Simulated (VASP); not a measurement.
Given:

```xyz
4
Lattice="4.4694 0.0000 0.0000 0.0000 4.4694 0.0000 0.0000 0.0000 6.3819" Properties=species:S:1:pos:R:3 pbc="T T T"
In     2.2347     2.2347     3.1909
Ag     0.0000     4.4694     0.0000
Te     4.4694     2.2347     1.5144
Te     2.2347     4.4694     4.8674
```

Level of theory: LDA (Ceperley-Alder, Perdew-Zunger), VASP's LDA PAW potentials (set 64) (plane waves; VASP). Run with 400 eV cut-off, Gaussian smearing of 0.050 eV, potentials In_d Ag Te.

**Question.** Give the energies of bands 8 to 21 at the high-symmetry points, in eV from the Fermi level.

**Answer.** 
```json
[
 {"band": "8", "Γ": "-5.87", "X": "-6.08", "M": "-6.63", "Z": "-5.78", "R": "-6.25", "A": "-6.37"},
 {"band": "9", "Γ": "-4.77", "X": "-4.95", "M": "-4.65", "Z": "-4.83", "R": "-4.90", "A": "-4.97"},
 {"band": "10", "Γ": "-4.77", "X": "-4.72", "M": "-4.53", "Z": "-4.83", "R": "-4.73", "A": "-4.58"},
 {"band": "11", "Γ": "-4.63", "X": "-4.31", "M": "-4.27", "Z": "-4.50", "R": "-4.61", "A": "-4.43"},
 {"band": "12", "Γ": "-4.07", "X": "-4.09", "M": "-4.27", "Z": "-4.07", "R": "-4.29", "A": "-4.14"},
 {"band": "13", "Γ": "-3.97", "X": "-3.79", "M": "-4.15", "Z": "-2.90", "R": "-4.28", "A": "-4.14"},
 {"band": "14", "Γ": "-2.68", "X": "-3.65", "M": "-3.75", "Z": "-2.75", "R": "-4.03", "A": "-3.69"},
 {"band": "15", "Γ": "-2.68", "X": "-3.22", "M": "-3.27", "Z": "-2.15", "R": "-1.77", "A": "-2.93"},
 {"band": "16", "Γ": "-0.17", "X": "-2.26", "M": "-2.45", "Z": "-2.15", "R": "-1.53", "A": "-2.93"},
 {"band": "17", "Γ": "-0.13", "X": "-1.76", "M": "-2.45", "Z": "-0.93", "R": "-0.72", "A": "-2.89"},
 {"band": "18", "Γ": "0.00", "X": "-0.54", "M": "-1.75", "Z": "-0.93", "R": "-0.47", "A": "-2.37"},
 {"band": "19", "Γ": "0.00", "X": "1.43", "M": "1.17", "Z": "1.51", "R": "0.13", "A": "2.39"},
 {"band": "20", "Γ": "1.60", "X": "3.76", "M": "1.75", "Z": "1.67", "R": "2.11", "A": "3.64"},
 {"band": "21", "Γ": "2.52", "X": "3.93", "M": "1.75", "Z": "3.37", "R": "3.79", "A": "3.64"}
]
```

It has no gap at this level: it comes out as a metal or semimetal.

The structure comes from a computed database's InAgTe2 entry (P-4m2); how it stands against other phases isn't given here. It was relaxed first, which changed the volume by -6 %.
